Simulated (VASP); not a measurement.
VASP runs on PbSe (rock salt) share one base input (PBE GGA, plane waves, VASP's PBE PAW potentials (set 64)) and change the settings named in each case.

**INCAR**
```
PREC=Accurate
LCHARG=.False.
LWAVE=.False.
NELM=100   # most electronic steps
SYSTEM=PbSe
ISIF=2   # forces and stress, cell fixed
ISMEAR=0
LREAL=.False.
LASPH=.True.   # aspherical one-centre terms
EDIFF=1E-6   # SCF stop (eV)
SIGMA=0.05
GGA=PE
ALGO=Normal
LMAXMIX=4
ENCUT=400   # plane-wave cut-off (eV)
```

**POSCAR**
```
PbSe
3.12120
  0.0000000000   1.0000000000   1.0000000000
  1.0000000000   0.0000000000   1.0000000000
  1.0000000000   1.0000000000   0.0000000000
Pb Se
1 1
Direct
  0.0000000000   0.0000000000   0.0000000000
  0.5000000000   0.5000000000   0.5000000000
```

KPOINTS:
```
K-points
0
G
  7 7 7
```

POTCAR, in this order: Pb_d Se (PBE.64 set). Program: vasp_std.

```
change       E(σ→0) (eV/atom)  pressure (GPa)  plane waves
-----------  ----------------  --------------  -----------
base run              -4.0993           -0.61         1117
ENCUT = 225           -4.0907           -2.65          483
ENCUT = 250           -4.0975           -0.69          556
ENCUT = 275           -4.0976           -0.68          640
ENCUT = 300           -4.0982           -0.91          726
ENCUT = 475           -4.0994           -0.57         1459
ENCUT = 500           -4.0993           -0.59         1564
ENCUT = 550           -4.0993           -0.58         1807
```
 Unless said otherwise, spin-orbit coupling is left out, though it shifts the bands of the heavy elements here.

Left out are runs that ran out of time, are held back, or changed the cell or the kind of run, fixed moments of cells without a moment, rows past the twelfth, gaps on odd meshes, pressures of charged cells and columns that move by less than the noise.

The compound is PbSe in the rock salt structure. The cell was not relaxed at this level.
